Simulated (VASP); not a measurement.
Here is the system:

```xyz
3
Lattice="1.5936 -2.7602 0.0000 1.5936 2.7602 0.0000 0.0000 0.0000 5.0635" Properties=species:S:1:pos:R:3 pbc="T T T"
Zr     0.0000     0.0000     0.0000
S      1.5936     0.9201     1.5784
S      1.5936    -0.9201     3.4850
```

These are PBE GGA, VASP's PBE PAW potentials (set 64) (plane waves; VASP 6.6.1) values and carry that method's errors. Run with 500 eV cut-off, 11×11×6 Γ-centred mesh, first-order Methfessel-Paxton smearing of 0.10 eV, potentials Zr_sv S.

Without a dispersion term in the relaxation, distances and binding between the weakly bound layers, chains or molecules are unreliable, and so is what depends on them.

Q: What does the run give for the energy per atom (σ→0), pressure, band gap (on the k-mesh) with the smallest direct gap where there is one?

A: 
```json
{
 "band gap (on the k-mesh)": "none (metal, semimetal or under 0.01 eV)",
 "energy per atom (σ→0)": "-6.325 eV/atom",
 "pressure": "45.02 GPa"
}
```

Total energies compare only between runs with the same potentials, cut-off and functional.

The compound is ZrS2 in the 1T layered structure. It was relaxed first under an external pressure of 45 GPa.
